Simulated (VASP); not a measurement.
# ZrV2: accuracy against cost in the SCF solver and precision settings, part 2 of 4

A convergence test on ZrV2: the SCF solver and precision settings. The series runs use r2SCAN. The start is a cell from a database of measured crystal structures.

VASP 6.6.1; r2SCAN, spin-polarised from a ferromagnetic start; plane waves and PAW (Zr_sv, V_sv).

Still holding for the runs below: The magnetic state follows from one typed start and may not be the lowest. The k-mesh is coarse for a metal.

So far. Step 2 (SCF solver: ALGO = Normal): The series starts at -16.9399 eV an atom and 0.08 GPa, after 19 cycles in 56 s.

### 4. SCF solver: ALGO = VeryFast

File INCAR:

```
SYSTEM = ZrV2
PREC = Accurate
ENCUT = 400
EDIFF = 1E-06
NELM = 100
ISMEAR = -1
SIGMA = 0.05
LREAL = .FALSE.
ALGO = VeryFast
METAGGA = R2SCAN
LASPH = .TRUE.
NBANDS = 55
ISPIN = 2
MAGMOM = 0 0 2 2 2 2
LMAXMIX = 4
LORBIT = 11
LWAVE = .FALSE.
LCHARG = .FALSE.
KPAR = 4
ISIF = 2
```

File POSCAR:

```
ZrV2
1.0
    0.0000000000      3.7150000000      3.7150000000
    3.7150000000      0.0000000000      3.7150000000
    3.7150000000      3.7150000000      0.0000000000
Zr V
2 4
Direct
    0.0000000000      0.0000000000      0.0000000000
    0.2500000000      0.2500000000      0.2500000000
    0.6250000000      0.6250000000      0.6250000000
    0.1250000000      0.6250000000      0.6250000000
    0.6250000000      0.6250000000      0.1250000000
    0.6250000000      0.1250000000      0.6250000000
```

File KPOINTS:

```
Automatic mesh
0
Gamma
5 5 5
0 0 0
```

The projector-augmented-wave data sets are Zr_sv and V_sv (PBE family, release 64).

Run with:

```console
> mpirun -np 4 vasp_std
```

Output:

```text
[... set-up lines as in an earlier step ...]
 entering main loop
       N       E                     dE             d eps       ncg     rms          rms(c)
RMM:   1     0.629281175685E+03    0.62928E+03   -0.36611E+04  1100   0.116E+03
RMM:   2    -0.192652978460E+03   -0.82193E+03   -0.11339E+04  1100   0.412E+02
RMM:   3    -0.881482643427E+02    0.10450E+03   -0.10705E+03  1100   0.176E+02
RMM:   4    -0.115372542181E+03   -0.27224E+02   -0.18734E+02  1100   0.736E+01
[...]
RMM:  98    -0.101650878630E+03    0.92702E-03    0.11938E-02  2040   0.262E-01    0.195E-02
RMM:  99    -0.101649923464E+03    0.95517E-03    0.12347E-02  2034   0.265E-01    0.203E-02
RMM: 100    -0.101648939773E+03    0.98369E-03    0.12765E-02  2049   0.269E-01
 [... a notice as in an earlier step ...]

   1 F= -.10164894E+03 E0= -.10161275E+03  d E =-.723852E-01  mag=     4.1066
```

The job ended after 6.2 min (4 MPI ranks of Intel Xeon 6975P-C (Granite Rapids), shared host; peak memory 1.1 GiB).

Parts of OUTCAR (step 4):

```text
 spin component 1
 k-point     1 :       0.0000    0.0000    0.0000
  band No.  band energies     occupation
    ...
     32       7.2737      1.00000
     33       7.2815      1.00000
     34       7.2815      1.00000
     35       8.2456      1.00000
     36       8.2456      1.00000
     37       9.0041      0.29981
     38       9.0041      0.29981
     39       9.0042      0.29971
     40      10.0625      0.00000
     41      10.0626      0.00000
    ...

 k-point     2 :       0.2000    0.0000    0.0000
  band No.  band energies     occupation
    ...
     35       8.3033      1.00000
     36       8.3033      1.00000
     37       8.5327      0.99981
     38       8.7835      0.97245
     39       8.7836      0.97244
     40       9.8061      0.00000
     41      10.1394      0.00000
     42      10.1395      0.00000
     43      10.1673      0.00000
     44      10.3735      0.00000
    ...

  Total        0.0886214      0.0886214      0.0886214      0.0000000      0.0000000      0.0000000
  in kB        1.3846590      1.3846590      1.3846590      0.0000000      0.0000000      0.0000000
  external PRESSURE =       1.3846590 kB  Pullay stress =       0.0000000 kB

 POSITION                                       TOTAL-FORCE (eV/Angst)
 -----------------------------------------------------------------------------------
      0.00000      0.00000      0.00000         0.000000      0.000000      0.000000
      1.85750      1.85750      1.85750        -0.000000     -0.000000     -0.000000
      4.64375      4.64375      4.64375        -0.000000     -0.000000      0.000000
      4.64375      2.78625      2.78625        -0.000000     -0.000000      0.000000
      2.78625      2.78625      4.64375        -0.000000     -0.000000      0.000000
      2.78625      4.64375      2.78625        -0.000000     -0.000000      0.000000
 -----------------------------------------------------------------------------------
    total drift:                                0.000000      0.000000      0.000000

  FREE ENERGIE OF THE ION-ELECTRON SYSTEM (eV)
  ---------------------------------------------------
  free  energy   TOTEN  =      -101.6489397728 eV

  energy  without entropy=     -101.5765545877  energy(sigma->0) =     -101.61274718

 magnetization (x)
# of ion       s       p       d       tot
------------------------------------------
    1       -0.012   0.010  -0.194  -0.196
    2       -0.012   0.010  -0.194  -0.196
    3        0.017   0.056   0.890   0.962
    4        0.017   0.056   0.890   0.962
    5        0.017   0.056   0.890   0.962
    6        0.017   0.056   0.890   0.962
--------------------------------------------------
tot          0.042   0.242   3.171   3.455

[... 9 parts as in an earlier step ...]

[... 15 further parts left out ...]
[key lines of the parts left out:]
E-fermi :   8.9617
```

The electronic loop ended without reaching EDIFF, so its numbers are not used.

At the end rms(c) stands at 2e-03, with no steady fall over the second half of the cycles shown.

### 5. SCF solver: ALGO = All

Changes to INCAR since step 4:

```diff
@@ -8,3 +8,3 @@
 LREAL = .FALSE.
-ALGO = VeryFast
+ALGO = All
 METAGGA = R2SCAN
```

POSCAR is that of step 4.

KPOINTS is that of step 4.

Run with:

```console
> mpirun -np 4 vasp_std
```

Output:

```text
[... set-up lines as in an earlier step ...]
 entering main loop
       N       E                     dE             d eps       ncg     rms           ort
DAV:   1     0.965939977187E+03    0.96594E+03   -0.40814E+04   550   0.138E+03
DAV:   2    -0.720111489903E+02   -0.10380E+04   -0.10061E+04   550   0.489E+02
DAV:   3    -0.129307661126E+03   -0.57297E+02   -0.54515E+02   550   0.119E+02
DAV:   4    -0.132155364200E+03   -0.28477E+01   -0.28193E+01   550   0.193E+01
DAV:   5    -0.132302717180E+03   -0.14735E+00   -0.14725E+00   550   0.352E+00
SDA:   6    -0.758615452872E+02    0.56441E+02   -0.14725E+00   550   0.223E+03   0.000E+00
 gam= 0.000 g(H,U,f)=  0.137E+03 0.802E+02 0.613E+01 ort(H,U,f) = 0.000E+00 0.000E+00 0.000E+00
 gam= 0.000 trial= 0.400  step=  0.1773 mean=  0.4000
CGA:   7    -0.982594569449E+02   -0.22398E+02   -0.19810E+02   550   0.121E+02   0.146E+02
 gam= 0.054 g(H,U,f)=  0.104E+02 0.146E+01 0.280E+00 ort(H,U,f) = 0.325E+01 0.104E+02 0.955E+00
 gam= 0.054 trial= 0.378  step=  0.2997 mean=  0.3777
[...]
CGA:  41    -0.101675702307E+03   -0.62000E-07   -0.18280E-06   550   0.942E-06   0.452E-06
 gam= 0.478 g(H,U,f)=  0.873E-06 0.563E-07 0.133E-07 ort(H,U,f) = 0.482E-06-0.378E-07 0.757E-08
 gam= 0.478 trial= 0.720  step=  0.2125 mean=  0.7204
  continued last = 0.213  step=  0.0818 harm=  0.0903 4th-ord=  0.0818
  continued last = 0.095  step=  0.0371 harm=  0.0446 4th-ord=  0.0371
  continued last = 0.042  step=  0.0166 harm=  0.0211 4th-ord=  0.0175 spline=  0.0166
  continued last = 0.019  step=  0.0071 harm=  0.0214 4th-ord=  0.0075 spline=  0.0071
  continued last = 0.008  step=  0.0302 harm=  0.0699 4th-ord=  0.0031 spline=  0.0302
  continued last = 0.028  step=  0.0474 harm=  0.0283 4th-ord=  0.0078 spline=  0.0474
  continued last = 0.063  step=  0.0029 harm=  0.0412 4th-ord=  0.0141 spline=  0.0029
  continued last = 0.004  step=  0.0016 harm=  0.0019 4th-ord=  0.0016 spline=  0.0016
  steps along line     -0.72035E-04   0.72035E-04   0.72035E+00   0.21344E+00   0.94861E-01   0.42160E-01   0.18738E-01   0.83280E-02   0.28107E-01   0.63241E-01   0.37013E-02
  energies along line   0.83435E-10  -0.83435E-10   0.58000E-06   0.45098E-07   0.69904E-08  -0.60027E-10   0.28376E-09   0.50204E-09   0.58571E-09   0.17590E-08  -0.17280E-09
 final diagonalization occupied
   1 F= -.10167570E+03 E0= -.10163951E+03  d E =-.723940E-01  mag=     4.1057
```

Run time: 2.8 min. Hardware: 4 MPI ranks; peak memory 1.3 GiB; 11 min of CPU time.

OUTCAR, selected parts (step 5):

```text
  Total        0.0695394      0.0695394      0.0695394      0.0000000     -0.0000000      0.0000000
  in kB        1.0865130      1.0865130      1.0865130      0.0000000     -0.0000000      0.0000000
  external PRESSURE =       1.0865130 kB  Pullay stress =       0.0000000 kB

 POSITION                                       TOTAL-FORCE (eV/Angst)
 -----------------------------------------------------------------------------------
      0.00000      0.00000      0.00000        -0.000000     -0.000000     -0.000000
      1.85750      1.85750      1.85750         0.000000      0.000000      0.000000
      4.64375      4.64375      4.64375         0.000000      0.000000     -0.000000
      4.64375      2.78625      2.78625         0.000000      0.000000     -0.000000
      2.78625      2.78625      4.64375         0.000000      0.000000     -0.000000
      2.78625      4.64375      2.78625         0.000000      0.000000     -0.000000
 -----------------------------------------------------------------------------------
    total drift:                                0.000000      0.000000      0.000000

  FREE ENERGIE OF THE ION-ELECTRON SYSTEM (eV)
  ---------------------------------------------------
  free  energy   TOTEN  =      -101.6757023072 eV

  energy  without entropy=     -101.6033082752  energy(sigma->0) =     -101.63950529

[... 3 parts as in an earlier step ...]

[... 1 further part left out ...]
[key lines of the parts left out:]
E-fermi :   8.9617
```

Against the first of the series the energy stays within 0.01 meV an atom; the pressure moves by +0.02 GPa, after 41 cycles in 2.8 min.

### 6. SCF solver: ALGO = Damped

Changes to INCAR since step 5:

```diff
@@ -8,3 +8,3 @@
 LREAL = .FALSE.
-ALGO = All
+ALGO = Damped
 METAGGA = R2SCAN
```

POSCAR is that of step 5.

KPOINTS is that of step 5.

Run with:

```console
> mpirun -np 4 vasp_std
```

Output:

```text
[... set-up lines as in an earlier step ...]
 entering main loop
       N       E                     dE             d eps       ncg     rms           ort
DAV:   1     0.131479796625E+04    0.13148E+04   -0.37522E+04   550   0.138E+03
DAV:   2     0.122565336322E+03   -0.11922E+04   -0.11664E+04   550   0.540E+02
DAV:   3    -0.910473224444E+02   -0.21361E+03   -0.20170E+03   550   0.236E+02
DAV:   4    -0.124030532391E+03   -0.32983E+02   -0.31311E+02   550   0.852E+01
[...]
DMP:  63    -0.101675682729E+03   -0.10479E-05   -0.11026E-05   550   0.167E-05   0.285E-05
DMP:  64    -0.101675683702E+03   -0.97256E-06   -0.10269E-05   550   0.154E-05   0.268E-05
DMP:  65    -0.101675684624E+03   -0.92206E-06   -0.95042E-06   550   0.142E-05   0.250E-05
 final diagonalization occupied
   1 F= -.10167568E+03 E0= -.10163947E+03  d E =-.724271E-01  mag=     4.1047
```

It took 2.8 min on 4 MPI ranks; peak memory 1.3 GiB.

Parts of OUTCAR (step 6):

```text
  Total        0.0531801      0.0531801      0.0531801      0.0000000      0.0000000      0.0000000
  in kB        0.8309088      0.8309088      0.8309088      0.0000000      0.0000000      0.0000000
  external PRESSURE =       0.8309088 kB  Pullay stress =       0.0000000 kB

 POSITION                                       TOTAL-FORCE (eV/Angst)
 -----------------------------------------------------------------------------------
      0.00000      0.00000      0.00000        -0.000000      0.000000     -0.000000
      1.85750      1.85750      1.85750         0.000000     -0.000000      0.000000
      4.64375      4.64375      4.64375         0.000000     -0.000000      0.000000
      4.64375      2.78625      2.78625         0.000000     -0.000000      0.000000
      2.78625      2.78625      4.64375         0.000000     -0.000000      0.000000
      2.78625      4.64375      2.78625         0.000000     -0.000000      0.000000
 -----------------------------------------------------------------------------------
    total drift:                                0.000000      0.000000      0.000000

  FREE ENERGIE OF THE ION-ELECTRON SYSTEM (eV)
  ---------------------------------------------------
  free  energy   TOTEN  =      -101.6756846241 eV

  energy  without entropy=     -101.6032575198  energy(sigma->0) =     -101.63947107

 magnetization (x)
# of ion       s       p       d       tot
------------------------------------------
    1       -0.012   0.010  -0.193  -0.195
    2       -0.012   0.010  -0.193  -0.195
    3        0.017   0.056   0.889   0.961
    4        0.017   0.056   0.889   0.961
    5        0.017   0.056   0.889   0.961
    6        0.017   0.056   0.889   0.961
--------------------------------------------------
tot          0.043   0.241   3.169   3.454

[... 2 parts as in an earlier step ...]

[... 1 further part left out ...]
[key lines of the parts left out:]
E-fermi :   8.9617
```

Against the first of the series the energy moves by +0.01 meV an atom while the pressure stays within 0.01 GPa, after 65 cycles in 2.8 min.

### 7. SCF solver: AMIX = 0.1, BMIX = 0.01

Changes to INCAR since step 6:

```diff
@@ -8,3 +8,3 @@
 LREAL = .FALSE.
-ALGO = Damped
+ALGO = Normal
 METAGGA = R2SCAN
@@ -20 +20,3 @@
 ISIF = 2
+AMIX = 0.1
+BMIX = 0.01
```

POSCAR is that of step 6.

KPOINTS is that of step 6.

Run with:

```console
> mpirun -np 4 vasp_std
```

Output:

```text
[... set-up lines as in an earlier step ...]
 entering main loop
       N       E                     dE             d eps       ncg     rms          rms(c)
[... 5 cycles as in an earlier step ...]
DAV:   6    -0.102728202006E+03    0.29575E+02   -0.25944E+01  2759   0.265E+01    0.241E+01
DAV:   7    -0.102449045722E+03    0.27916E+00   -0.16458E+00  2746   0.643E+00    0.181E+01
DAV:   8    -0.101445129929E+03    0.10039E+01   -0.70777E+00  2423   0.152E+01    0.418E+00
DAV:   9    -0.101561070304E+03   -0.11594E+00   -0.49651E-01  2963   0.269E+00    0.298E+00
[...]
DAV:  20    -0.101675709387E+03   -0.17733E-05   -0.80033E-06  2324   0.116E-02    0.343E-02
DAV:  21    -0.101675702652E+03    0.67350E-05   -0.23981E-05  2520   0.227E-02    0.116E-02
DAV:  22    -0.101675701973E+03    0.67989E-06   -0.81410E-06  2019   0.122E-02
   1 F= -.10167570E+03 E0= -.10163950E+03  d E =-.723994E-01  mag=     4.1061
```

The job ended after 64 s (4 MPI ranks; peak memory 1.1 GiB).

Parts of OUTCAR (step 7):

```text
  Total        0.0707607      0.0707607      0.0707607     -0.0000000     -0.0000000      0.0000000
  in kB        1.1055956      1.1055956      1.1055956     -0.0000000     -0.0000000      0.0000000
  external PRESSURE =       1.1055956 kB  Pullay stress =       0.0000000 kB

 POSITION                                       TOTAL-FORCE (eV/Angst)
 -----------------------------------------------------------------------------------
      0.00000      0.00000      0.00000         0.000000      0.000000     -0.000000
      1.85750      1.85750      1.85750        -0.000000     -0.000000      0.000000
      4.64375      4.64375      4.64375         0.000000      0.000000      0.000000
      4.64375      2.78625      2.78625         0.000000      0.000000      0.000000
      2.78625      2.78625      4.64375         0.000000      0.000000      0.000000
      2.78625      4.64375      2.78625         0.000000      0.000000      0.000000
 -----------------------------------------------------------------------------------
    total drift:                                0.000000      0.000000      0.000000

  FREE ENERGIE OF THE ION-ELECTRON SYSTEM (eV)
  ---------------------------------------------------
  free  energy   TOTEN  =      -101.6757019725 eV

  energy  without entropy=     -101.6033025530  energy(sigma->0) =     -101.63950226

 magnetization (x)
# of ion       s       p       d       tot
------------------------------------------
    1       -0.012   0.010  -0.194  -0.196
    2       -0.012   0.010  -0.194  -0.196
    3        0.017   0.056   0.890   0.962
    4        0.017   0.056   0.890   0.962
    5        0.017   0.056   0.890   0.962
    6        0.017   0.056   0.890   0.962
--------------------------------------------------
tot          0.043   0.241   3.172   3.457

[... 2 parts as in an earlier step ...]

[... 1 further part left out ...]
[key lines of the parts left out:]
E-fermi :   8.9618
```

Against the first of the series the energy stays within 0.01 meV an atom; the pressure moves by +0.03 GPa, after 22 cycles in 64 s.

### 8. SCF solver: AMIX = 0.8

Changes to INCAR since step 7:

```diff
@@ -20,3 +20,2 @@
 ISIF = 2
-AMIX = 0.1
-BMIX = 0.01
+AMIX = 0.8
```

POSCAR is that of step 7.

KPOINTS is that of step 7.

Run with:

```console
> mpirun -np 4 vasp_std
```

Output:

```text
[... set-up lines as in an earlier step ...]
 entering main loop
       N       E                     dE             d eps       ncg     rms          rms(c)
[... 5 cycles as in an earlier step ...]
DAV:   6    -0.148946574195E+03   -0.16644E+02   -0.34721E+02  2664   0.950E+01    0.589E+01
DAV:   7    -0.982709343589E+02    0.50676E+02   -0.22685E+02  2754   0.745E+01    0.264E+01
DAV:   8    -0.100815073742E+03   -0.25441E+01   -0.39167E+01  2661   0.221E+01    0.111E+01
DAV:   9    -0.101355376057E+03   -0.54030E+00   -0.38993E+00  2575   0.839E+00    0.391E+00
[...]
DAV:  28    -0.101675697663E+03   -0.48167E-05   -0.88988E-05  2689   0.311E-02    0.601E-03
DAV:  29    -0.101675703136E+03   -0.54727E-05   -0.58993E-06  2044   0.113E-02    0.562E-03
DAV:  30    -0.101675704101E+03   -0.96577E-06   -0.70522E-06  2007   0.914E-03
   1 F= -.10167570E+03 E0= -.10163949E+03  d E =-.724305E-01  mag=    -4.1066
```

Elapsed: 87 s, on 4 MPI ranks; peak memory 1.1 GiB.

Parts of OUTCAR (step 8):

```text
  Total        0.0445014      0.0445014      0.0445014      0.0000000      0.0000000     -0.0000000
  in kB        0.6953084      0.6953084      0.6953084      0.0000000      0.0000000     -0.0000000
  external PRESSURE =       0.6953084 kB  Pullay stress =       0.0000000 kB

 POSITION                                       TOTAL-FORCE (eV/Angst)
 -----------------------------------------------------------------------------------
      0.00000      0.00000      0.00000        -0.000000     -0.000000      0.000000
      1.85750      1.85750      1.85750         0.000000      0.000000     -0.000000
      4.64375      4.64375      4.64375         0.000000     -0.000000     -0.000000
      4.64375      2.78625      2.78625         0.000000     -0.000000     -0.000000
      2.78625      2.78625      4.64375         0.000000     -0.000000     -0.000000
      2.78625      4.64375      2.78625         0.000000     -0.000000     -0.000000
 -----------------------------------------------------------------------------------
    total drift:                                0.000000      0.000000      0.000000

  FREE ENERGIE OF THE ION-ELECTRON SYSTEM (eV)
  ---------------------------------------------------
  free  energy   TOTEN  =      -101.6757041013 eV

  energy  without entropy=     -101.6032735735  energy(sigma->0) =     -101.63948884

 magnetization (x)
# of ion       s       p       d       tot
------------------------------------------
    1        0.012  -0.010   0.193   0.195
    2        0.012  -0.010   0.193   0.195
    3       -0.017  -0.056  -0.889  -0.961
    4       -0.017  -0.056  -0.889  -0.961
    5       -0.017  -0.056  -0.889  -0.961
    6       -0.017  -0.056  -0.889  -0.961
--------------------------------------------------
tot         -0.043  -0.241  -3.170  -3.455

[... 2 parts as in an earlier step ...]

[... 1 further part left out ...]
[key lines of the parts left out:]
E-fermi :   8.9618
```

Against the first of the series the energy stays within 0.01 meV an atom; the pressure moves by -0.02 GPa, after 30 cycles in 87 s.

(Part 2 of 4 ends here.)

[Lines on the potential files, build, host, timing and source positions are cut from VASP's logs without a mark.]

[Logs are printed without paths, hosts, clocks, repeated set-up lines and the standing remarks that a program may print on its own settings, such as how far it seeks lower states.]

[Hosts, paths, dates, database ids (printed as entryN), source tags and the programs' standing remarks are cut or masked in the printed files.]

[A measured line is paired with the nearest computed mode of its activity, which favours agreement.]
